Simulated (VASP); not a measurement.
Here is the system:

```
MgO
1.0
    0.00000     2.09012     2.09012
    2.09012     0.00000     2.09012
    2.09012     2.09012     0.00000
Mg O
1 1
Cartesian
  0.00000   0.00000   0.00000
  2.09012   2.09012   2.09012
```

Method: optB88-vdW, VASP's PBE PAW potentials (set 64) (plane waves; VASP). Run with 520 eV cut-off, 11×11×11 Γ-centred mesh, Gaussian smearing of 0.050 eV, potentials Mg O.

### Question
Give the stress tensor in GPa (positive for a compressed cell).

### Answer

```
5.20  0.00  0.00
0.00  5.20  0.00
0.00  0.00  5.20
```
The pressure is its mean diagonal, 5.20 GPa.

The compound is MgO in the rock salt structure. This cell is one point of a volume scan, at 0.97 of the reference volume.
